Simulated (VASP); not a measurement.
# Mg2CdS3 (I4/mmm) in VASP: notebook, part 2 of 2

VASP 6.6.1. The steps go on from the part before.

## (3) Relaxation of cell and atoms, PBE

This run uses another cell than the first one, of 19.37 Å³/atom, 1.115 times its volume.

The input, INCAR:

```
SYSTEM = Mg2CdS3
  PREC = Normal
  ENCUT = 520
  EDIFF = 1E-4
  ISMEAR = 0
  SIGMA = 0.15
  LREAL = .False.
  LASPH = .True.
  NELM = 60
  ALGO = Fast
  ISIF = 3
  LWAVE = .False.
  LCHARG = .False.
  GGA = PE
  IBRION = 2
  NSW = 24
  EDIFFG = -0.08
```

The input, KPOINTS:

```
regular mesh
0
Gamma
  5 5 5
  0 0 0
```

The input, POSCAR:

```
Mg2CdS3
1.0
   -1.9000000000      1.9000000000      8.0500000000
    1.9000000000     -1.9000000000      8.0500000000
    1.9000000000      1.9000000000     -8.0500000000
Mg Cd S
2 1 3
Direct
    0.3333330000      0.3333330000      0.0000000000
    0.6666670000      0.6666670000      0.0000000000
    0.0000000000      0.0000000000      0.0000000000
    0.1666670000      0.1666670000      0.0000000000
    0.8333330000      0.8333330000      0.0000000000
    0.5000000000      0.5000000000      0.0000000000
```

Potentials or basis: VASP PAW PBE potentials, release 64 (Mg, Cd, S).

Run with:

```
> cat potpaw_PBE.64/Mg/POTCAR potpaw_PBE.64/Cd/POTCAR potpaw_PBE.64/S/POTCAR > POTCAR
> mpirun -np 1 vasp_std > vasp.out
```

OUTCAR:

```text
SYSTEM = Mg2CdS3
   PREC = Normal
   ENCUT = 520
   EDIFF = 1E-4
   ISMEAR = 0
   LREAL = .False.
   LASPH = .True.
   NELM = 60
   ISIF = 3
   GGA = PE
   IBRION = 2
   NSW = 24
   EDIFFG = -0.08

 ion  position               nearest neighbor table
   1  0.333  0.333  0.000-   4 2.68   6 2.68   5 2.69   5 2.69   5 2.69   5 2.69
   2  0.667  0.667  0.000-   5 2.68   6 2.68   4 2.69   4 2.69   4 2.69   4 2.69
   3  0.000  0.000  0.000-   4 2.68   5 2.68   6 2.69   6 2.69   6 2.69   6 2.69
   4  0.167  0.167  0.000-   1 2.68   3 2.68   2 2.69   2 2.69   2 2.69   2 2.69
   5  0.833  0.833  0.000-   2 2.68   3 2.68   1 2.69   1 2.69   1 2.69   1 2.69
   6  0.500  0.500  0.000-   1 2.68   2 2.68   3 2.69   3 2.69   3 2.69   3 2.69

  LATTYP: Found a body centered tetragonal cell.
 ALAT       =     3.8000000000
 C/A-ratio  =     4.2368421053

  Lattice vectors:

 A1 = (  -1.9000000000,   1.9000000000,   8.0500000000)
 A2 = (   1.9000000000,  -1.9000000000,   8.0500000000)
 A3 = (   1.9000000000,   1.9000000000,  -8.0500000000)

Analysis of symmetry for initial positions (statically):
=====================================================================
 Subroutine PRICEL returns:
 Original cell was already a primitive cell.

 Routine SETGRP: Setting up the symmetry group for a
 body centered tetragonal supercell.

 Subroutine GETGRP returns: Found 16 space group operations
 (whereof 16 operations were pure point group operations)
 out of a pool of 16 trial point group operations.

The static configuration has the point symmetry D_4h.

Analysis of symmetry for dynamics (positions and initial velocities):
=====================================================================
 Subroutine PRICEL returns:
 Original cell was already a primitive cell.

 Routine SETGRP: Setting up the symmetry group for a
 body centered tetragonal supercell.

 Subroutine GETGRP returns: Found 16 space group operations
 (whereof 16 operations were pure point group operations)
 out of a pool of 16 trial point group operations.

The dynamic configuration has the point symmetry D_4h.

 Subroutine INISYM returns: Found 16 space group operations
 (whereof 16 operations are pure point group operations),
 and found     1 'primitive' translations

----------------------------------------------------------------------------------------

                                     Primitive cell

  volume of cell :     116.2420

  direct lattice vectors                    reciprocal lattice vectors
    -1.900000000  1.900000000  8.050000000     0.000000000  0.263157895  0.062111801
     1.900000000 -1.900000000  8.050000000     0.263157895  0.000000000  0.062111801
     1.900000000  1.900000000 -8.050000000     0.263157895  0.263157895  0.000000000

  length of vectors
     8.486607096  8.486607096  8.486607096     0.270388523  0.270388523  0.372161464

  position of ions in fractional coordinates (direct lattice)
     0.333333000  0.333333000  0.000000000
     0.666667000  0.666667000  0.000000000
     0.000000000  0.000000000  0.000000000
     0.166667000  0.166667000  0.000000000
     0.833333000  0.833333000  0.000000000
     0.500000000  0.500000000  0.000000000

  ion indices of the primitive-cell ions
   primitive index   ion index
                 1           1
                 2           2
                 3           3
                 4           4
                 5           5
                 6           6

----------------------------------------------------------------------------------------

 KPOINTS: regular mesh

Automatic generation of k-mesh.
 Grid dimensions read from file:
 generate k-points for:    5    5    5

 Generating k-lattice:

  Cartesian coordinates                     Fractional coordinates (reciprocal lattice)
     0.000000000  0.052631579  0.012422360     0.200000000  0.000000000 -0.000000000
     0.052631579  0.000000000  0.012422360     0.000000000  0.200000000 -0.000000000
     0.052631579  0.052631579  0.000000000     0.000000000  0.000000000  0.200000000

  Length of vectors
     0.054077705  0.054077705  0.074432293

  Shift w.r.t. Gamma in fractional coordinates (k-lattice)
     0.000000000  0.000000000  0.000000000

 Subroutine IBZKPT returns following result:
 ===========================================

 Found     18 irreducible k-points:

 Following reciprocal coordinates:
            Coordinates               Weight
  0.000000  0.000000  0.000000      1.000000
  0.200000  0.000000  0.000000      8.000000
  0.400000  0.000000 -0.000000      8.000000
  0.200000  0.200000  0.000000      8.000000
  0.400000  0.200000 -0.000000     16.000000
 -0.400000  0.200000  0.000000     16.000000
[... 10 lines left out ...]
 -0.400000  0.400000  0.400000      4.000000
 -0.400000 -0.400000  0.400000      2.000000
   k-points           NKPTS =     18   k-points in BZ     NKDIM =     18   number of bands    NBANDS=     21
   number of dos      NEDOS =    301   number of ions     NIONS =      6
   total plane-waves  NPLWV = 110592
   dimension x,y,z NGX =    48 NGY =   48 NGZ =   48
   dimension x,y,z NGXF=    96 NGYF=   96 NGZF=   96
   ions per type =               2   1   3
   NGX,Y,Z   is equivalent  to a cutoff of   9.40,  9.40,  9.40 a.u.
   NGXF,Y,Z  is equivalent  to a cutoff of  18.81, 18.81, 18.81 a.u.
 SYSTEM =  Mg2CdS3
   PREC   = normal    normal or accurate (medium, high low for compatibility)
   ISTART =      0    job   : 0-new  1-cont  2-samecut
   ICHARG =      2    charge: 1-file 2-atom 10-const
   ISPIN  =      1    spin polarized calculation?
   LNONCOLLINEAR =      F non collinear calculations
   LSORBIT =      F    spin-orbit coupling
   LASPH  =      T    aspherical Exc in radial PAW
   ENCUT  =  520.0 eV  38.22 Ry    6.18 a.u.  15.78 15.78 15.78*2*pi/ulx,y,z
   NELM   =     60;   NELMIN=  2; NELMDL= -5     # of ELM steps
   EDIFF  = 0.1E-03   stopping-criterion for ELM
   LREAL  =      F    real-space projection
   EDIFFG = -.8E-01   stopping-criterion for IOM
   NSW    =     24    number of steps for IOM
   IBRION =      2    ionic relax: 0-MD 1-quasi-New 2-CG
   NFREE  =      1    steps in history (QN), initial steepest desc. (CG)
   ISIF   =      3    stress and relaxation
   ISYM   =      2    0-nonsym 1-usesym 2-fastsym
   POTIM  = 0.5000    time-step for ionic-motion
   TEBEG  =    0.0;   TEEND  =   0.0 temperature during run
   PSTRESS=    0.0 pullay stress
   NELECT =      34.0000    total number of electrons
   NUPDOWN=      -1.0000    fix difference up-down
   EMIN   =  10.00;   EMAX   =-10.00  energy-range for DOS
   EFERMI =   0.00;   METHOD = LEGACY
   ISMEAR =     0;   SIGMA  =   0.15  broadening in eV -4-tet -1-fermi 0-gaus
   EFERMI_NEDOS =   21; number of points for ismear=-14 and -15
   IALGO  =     68    algorithm
   IMIX   =      4    mixing-type and parameters
     AMIX     =   0.40;   BMIX     =  1.00
     AMIX_MAG =   1.60;   BMIX_MAG =  1.00
  volume/ion in A,a.u.               =      19.37       130.74
  Fermi-wavevector in a.u.,A,eV,Ry     =   1.086709  2.053583 16.067629  1.180937
  Thomas-Fermi vector in A             =   2.222852
   LORBIT       =      0    0 simple, 1 ext, 2 COOP (PROOUT), +10 PAW based schemes
   GGA     = PE    functional components
   LHFCALC =     F    Hartree Fock is set to
   AEXX    =    0.0000 exact exchange contribution
   IVDW    =     0    specifies the selected vdW correction
   LEPSILON=     F    determine dielectric tensor
   LRPA    =     F    only Hartree local field effects (RPA)
 conjugate gradient relaxation of ions
 non-spin polarized calculation
 RMM-DIIS sequential band-by-band and
 Gauss-broadening in eV      SIGMA  =   0.15
  energy-cutoff  :      520.00
  volume of cell :      116.24
 maximum number of plane-waves:      3149
   NGX = 31   NGY = 31   NGZ = 31

--------------------------------------- Ionic step        1  -------------------------------------------

 number of electron      33.9999989 magnetization

 Free energy of the ion-electron system (eV)
  ---------------------------------------------------
  ext. energy  EPLUGINS =         0.00000000
  ---------------------------------------------------
  free energy    TOTEN  =       -22.68668982 eV

  energy without entropy =      -22.68668982  energy(sigma->0) =      -22.68668982

------------------------ aborting loop because EDIFF is reached ----------------------------------------

  FORCE on cell =-STRESS in cart. coord.  units (eV):
  Direction    XX          YY          ZZ          XY          YZ          ZX
  --------------------------------------------------------------------------------------
  -------------------------------------------------------------------------------------
  Total       -1.0574566     -1.0574566     -0.9274042      0.0000000     -0.0000000      0.0000000
  in kB      -14.5750507    -14.5750507    -12.7825226      0.0000000     -0.0000000      0.0000000
  external PRESSURE =     -13.9775413 kB  Pullay stress =       0.0000000 kB
[... 145 lines left out ...]
  energy  without entropy=      -22.7139794774  energy(sigma->0) =      -22.71397948

--------------------------------------- Ionic step        5  -------------------------------------------

 number of electron      33.9999988 magnetization

 Free energy of the ion-electron system (eV)
  ---------------------------------------------------
  ext. energy  EPLUGINS =         0.00000000
  ---------------------------------------------------
  free energy    TOTEN  =       -22.72402761 eV

  energy without entropy =      -22.72402761  energy(sigma->0) =      -22.72402761

 E-fermi :   4.1296     XC(G=0):  -9.8744

 val. band max:        3.4566740655   @ k =  -0.2000   0.2000   0.2000
 cond. band min:       4.9933358304   @ k =  -0.4000  -0.4000   0.4000
 fundamental gap:      1.5366617649
 Fermi energy:         4.1295568686

 k-point     1 :       0.0000    0.0000    0.0000
  band No.  band energies     occupation
      1      -9.3576      2.00000
      2      -8.5572      2.00000
      3      -8.0849      2.00000
      4      -4.2454      2.00000
      5      -4.0753      2.00000
      6      -4.0049      2.00000
[... 454 lines left out ...]
  FREE ENERGIE OF THE ION-ELECTRON SYSTEM (eV)
  ---------------------------------------------------
  free  energy   TOTEN  =       -22.7240276053 eV

  energy  without entropy=      -22.7240276053  energy(sigma->0) =      -22.72402761

 reached required accuracy - stopping structural energy minimisation
```

It took 1.7 min on 1 thread of Intel Xeon Platinum 8488C (Sapphire Rapids), shared host; peak memory 0.36 GiB.

Results:

```yaml
Free_energy: -22.7240 eV
Relaxed_volume: 18.87 Å³/atom
Relaxed_cell: a = 8.418 Å, b = 8.418 Å, c = 8.418 Å, α = 154.16°, β = 154.16°, γ = 36.87°
Space_group_after_relaxing_to_0.05_Å: I4/mmm (No. 139)
Energy_gained_by_relaxing: 6.2 meV/atom
Ionic_steps: 5
Pressure_after_relaxing: 0.4 GPa
Largest_force_after_relaxing: 0.078 eV/Å
Band_gap_on_the_k_mesh: 1.54 eV, indirect (least direct gap 2.14 eV)
```

Forces on the atoms (eV/Å):
```
Mg   0.000  0.000 -0.034
Mg   0.000  0.000  0.034
Cd   0.000  0.000  0.000
S    0.000  0.000  0.078
S    0.000  0.000 -0.078
S    0.000  0.000  0.000
```

Stress tensor (GPa, compression positive):
```
0.48 0.00 0.00
0.00 0.48 0.00
0.00 0.00 0.35
```

Step by step:
```
step  energy change (eV)  largest force (eV/Å)  pressure (GPa)  volume (Å³)
   1              0.0000                0.4622           -1.40       116.24
   2             -0.0266                0.3227            0.19       113.42
   3             -0.0221                0.1993            1.59       111.42
   4             -0.0273                0.2622            0.85       112.65
   5             -0.0373                0.0783            0.44       113.20
```

Final structure:
```
Mg Cd S
1.0
    -1.88248    1.88248    7.98608
     1.88248   -1.88248    7.98608
     1.88248    1.88248   -7.98608
Mg Cd S
2 1 3
Direct
  0.33311 0.33311 0.00000
  0.66689 0.66689 0.00000
  0.00000 0.00000 0.00000
  0.16986 0.16986 0.00000
  0.83014 0.83014 0.00000
  0.50000 0.50000 0.00000
```

Levels at points of the mesh, in eV from the valence-band top:
| k point | band 13 | band 14 | band 15 | band 16 | band 17 | band 18 | band 19 | band 20 | band 21 |
| --- | --- | --- | --- | --- | --- | --- | --- | --- | --- |
| (0.00, 0.00, 0.00) | -1.52 | -1.52 | -0.43 | -0.39 | -0.39 | 1.79 | 3.09 | 3.37 | 4.78 |

Caveat: the k mesh is coarse (spacing up to 0.47 Å⁻¹), so the values aren't converged; an odd mesh through Γ misses points on the zone boundary, where band edges often lie; the relaxation stopped at a loose force limit of 0.08 eV/Å, so its end isn't a converged minimum.

## (4) Relaxation of cell and atoms, PBE

This run uses another cell than the first one, of 23.07 Å³/atom, 1.328 times its volume.

INCAR is that of step 3.

The input, KPOINTS:

```
regular mesh
0
Gamma
  4 4 4
  0 0 0
```

The input, POSCAR:

```
Mg2CdS3
1.0
   -2.5558543100      3.6114465300      3.7495142800
    2.5558543100     -3.6114465300      3.7495142800
    2.5558543100      3.6114465300     -3.7495142800
Mg Cd S
2 1 3
Direct
    0.1537875300      0.1537875300      0.0000000000
    0.8462124700      0.8462124700      0.0000000000
    0.0000000000      0.5000000000      0.5000000000
    0.3149560100      0.5000000000      0.8149560100
    0.6850439900      0.5000000000      0.1850439900
    0.5000000000      0.0000000000      0.5000000000
```

Run with:

```
> cat potpaw_PBE.64/Mg/POTCAR potpaw_PBE.64/Cd/POTCAR potpaw_PBE.64/S/POTCAR > POTCAR
> mpirun -np 1 vasp_std > vasp.out
```

It took 3.5 min on 1 thread of Intel Xeon Platinum 8488C (Sapphire Rapids), shared host; peak memory 0.23 GiB.

Results (log left out):

```yaml
Free_energy: -17.4570 eV
Relaxed_volume: 22.98 Å³/atom
Relaxed_cell: a = 6.004 Å, b = 6.004 Å, c = 6.004 Å, α = 133.52°, β = 84.76°, γ = 113.75°
Space_group_after_relaxing_to_0.05_Å: Immm (No. 71)
Energy_gained_by_relaxing: 553.6 meV/atom
Ionic_steps: 24
Pressure_after_relaxing: 0.1 GPa
Largest_force_after_relaxing: 0.067 eV/Å
Band_gap_on_the_k_mesh: none (metal or under the smearing width)
```

Forces in eV/Å, atoms in the order of the input:
```
Mg   0.000  0.000  0.008
Mg   0.000  0.000 -0.008
Cd   0.000  0.000  0.000
S    0.000  0.067  0.000
S    0.000 -0.067  0.000
S    0.000  0.000  0.000
```

Stress tensor (GPa, compression positive):
```
-0.17  0.00  0.00
 0.00  0.11  0.00
 0.00  0.00  0.33
```

Step by step:
| step | energy change (eV) | largest force (eV/Å) | pressure (GPa) | volume (Å³) |
| --- | --- | --- | --- | --- |
| 1 | 0.0000 | 4.5523 | 4.24 | 138.44 |
| 2 | -1.6128 | 1.8742 | -2.48 | 150.87 |
| 3 | -1.8527 | 1.2461 | -3.81 | 156.25 |
| 4 | -1.8876 | 1.2705 | -4.20 | 167.24 |
| 5 | -1.9355 | 0.9537 | -4.25 | 162.26 |
| 6 | -2.4410 | 1.7401 | -0.32 | 147.10 |
| 7 | -2.4482 | 1.8990 | 0.55 | 145.19 |
| 8 | -2.8773 | 0.9452 | 0.61 | 139.85 |
| 9 | -3.0161 | 0.5466 | 0.82 | 136.04 |
| 10 | -2.9228 | 1.4740 | 2.49 | 128.23 |
| 11 | -3.0408 | 0.8802 | 1.18 | 133.59 |
| 12 | -3.1587 | 0.7187 | -0.12 | 136.35 |
| 13 | -3.2107 | 0.5111 | -1.53 | 139.90 |
| 14 | -3.2533 | 0.1953 | 0.45 | 135.95 |
| 15 | -3.2595 | 0.1002 | 0.00 | 136.95 |
| 16 | -3.2852 | 0.0172 | 0.22 | 136.79 |
| 17 | -3.2976 | 0.0761 | 0.58 | 136.47 |
| 18 | -3.3021 | 0.2016 | -0.55 | 139.26 |
| 19 | -3.3050 | 0.1373 | -0.13 | 138.15 |
| 20 | -3.3104 | 0.1065 | -0.15 | 137.93 |
| 21 | -3.3158 | 0.0462 | -0.01 | 137.32 |
| 22 | -3.3183 | 0.0177 | 0.18 | 137.11 |
| 23 | -3.3187 | 0.0477 | 0.35 | 136.95 |
| 24 | -3.3216 | 0.0668 | 0.09 | 137.91 |

Final structure:
```
CELL_PARAMETERS angstrom
-2.36903 4.43521 3.28126
2.36903 -4.43521 3.28126
2.36903 4.43521 -3.28126
ATOMIC_POSITIONS crystal
Mg 0.28004 0.28004 0.00000
Mg 0.71996 0.71996 0.00000
Cd 0.00000 0.50000 0.50000
S 0.26791 0.50000 0.76791
S 0.73209 0.50000 0.23209
S 0.50000 0.00000 0.50000
```

Levels at points of the mesh, in eV from the Fermi level:
| k point | band 14 | band 15 | band 16 | band 17 | band 18 | band 19 | band 20 | band 21 |
| --- | --- | --- | --- | --- | --- | --- | --- | --- |
| (0.00, 0.00, 0.00) | -1.83 | -1.58 | -1.31 | -0.79 | -0.77 | 2.51 | 3.21 | 3.45 |
| (0.50, 0.00, 0.00) | -1.94 | -1.29 | -1.00 | -0.24 | 0.87 | 1.33 | 2.27 | 3.55 |
| (0.00, 0.50, 0.00) | -1.69 | -1.62 | -1.09 | -0.38 | 0.40 | 2.23 | 2.48 | 3.35 |
| (0.50, 0.50, 0.00) | -1.76 | -1.70 | -1.34 | -0.94 | 0.97 | 1.50 | 2.71 | 4.87 |
| (0.50, 0.50, 0.50) | -1.28 | -1.16 | -1.05 | -0.65 | -0.03 | 2.84 | 3.21 | 4.11 |

Caveat: the k mesh is coarse (spacing up to 0.38 Å⁻¹), so the values aren't converged; the relaxation stopped at a loose force limit of 0.08 eV/Å, so its end isn't a converged minimum.
